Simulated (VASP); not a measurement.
Here is the system:

```xyz
2
Lattice="1.3558 -2.3484 0.0000 1.3558 2.3484 0.0000 0.0000 0.0000 4.3226" Properties=species:S:1:pos:R:3 pbc="T T T"
Tc     1.3558     0.7828     1.0807
Tc     1.3558    -0.7828     3.2420
```

Method: LDA (Ceperley-Alder, Perdew-Zunger), VASP's LDA PAW potentials (set 64) (plane waves; VASP). Run with 500 eV cut-off, 15×15×9 Γ-centred mesh, first-order Methfessel-Paxton smearing of 0.10 eV, potentials Tc_pv.

Problem. The ions, cell shape and volume at an external pressure of 5.0 GPa are relaxed. What does this cell relax into?

Solution. 
```xyz
2
Lattice="1.3496 -2.3376 0.0000 1.3496 2.3376 0.0000 0.0000 0.0000 4.3027" Properties=species:S:1:pos:R:3 pbc="T T T"
Tc     1.3496     0.7792     1.0757
Tc     1.3496    -0.7792     3.2270
```
Space group P6_3/mmc (194), at a tolerance of 0.03 Å.

Problem. How do energy and volume change from the first to the last step?

Solution. The energy (σ→0) changes by +2.8 meV/atom and the volume by -1.4 %, in 3 ionic steps.

```csv
step,E(σ→0) (eV),max force (eV/Å),pressure (GPa),volume (Å³)
1,-23.4681,0.000,-0.02,27.53
2,-23.3441,0.000,25.10,25.84
3,-23.4625,0.000,4.87,27.15
```

The compound is Tc in the hcp structure. This run relaxes it under an external pressure of 5 GPa. Symmetry was kept, so distortions that lower it aren't found.
